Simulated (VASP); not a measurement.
Method: PBEsol GGA, VASP's PBE PAW potentials (set 64) (plane waves; VASP 6.6.1).

VASP input:

### INCAR
```
EDIFF  =  1E-6   ! SCF stop (eV)
PSTRESS  =  450   ! kbar
EDIFFG  =  -0.02   ! ionic stop
NELM  =  100
ISIF  =  3   ! ions, shape and volume
LCHARG  =  .FALSE.
NSW  =  40
ENCUT  =  620
SIGMA  =  0.1
SYSTEM  =  CuF
PREC  =  Accurate
GGA  =  PS   ! PBEsol
LASPH  =  .TRUE.   ! aspherical one-centre terms
IBRION  =  2
ISMEAR  =  1   ! Methfessel-Paxton
LWAVE  =  .FALSE.
LREAL  =  .FALSE.   ! projection in real space or not
ALGO  =  Normal   ! blocked Davidson
LMAXMIX  =  4
```

File POSCAR:
```
CuF
1
    2.5334475777    -0.0000000000     0.0000000000
   -0.0000000000     2.5334475777    -0.0000000000
   -0.0000000000    -0.0000000000     2.5334475777
Cu F
1 1
Direct
  0.0000000000   0.0000000000   0.0000000000
  0.5000000000   0.5000000000   0.5000000000
```

KPOINTS:
```
Automatic mesh
0
Gamma
14 14 14
0 0 0
```

POTCAR, in this order: Cu F (PBE.64 set). Program: vasp_std.

What does the run give for the energy per atom (σ→0), pressure, band gap (on the k-mesh)?

The energy per atom (σ→0) is -346.6 kJ/mol of atoms and the band gap (on the k-mesh) is none (metal, semimetal or under 0.01 eV). The pressure comes out as 44.85 GPa.

File OSZICAR:
```
...
DAV:   7    -0.719202246993E+01    0.22811E+00   -0.82173E-01  3625   0.326E+01    0.811E-01
DAV:   8    -0.718802238287E+01    0.40001E-02   -0.45694E-02  3395   0.225E+00    0.385E-01
DAV:   9    -0.718426512191E+01    0.37573E-02   -0.27912E-03  4975   0.150E+00    0.923E-02
DAV:  10    -0.718418689615E+01    0.78226E-04   -0.63600E-04  4477   0.413E-01    0.270E-02
DAV:  11    -0.718418839664E+01   -0.15005E-05   -0.81174E-05  4029   0.219E-01    0.243E-02
DAV:  12    -0.718418001173E+01    0.83849E-05   -0.20708E-05  4568   0.113E-01    0.248E-03
DAV:  13    -0.718418003809E+01   -0.26366E-07   -0.99308E-07  2100   0.188E-02
   1 F= -.26171097E+01 E0= -.26173361E+01  d E =-.261711E+01
```

The structure was generated: CuF was put into the CsCl type type (Pm-3m), which need not be its known phase. It was relaxed first under an external pressure of 45 GPa.
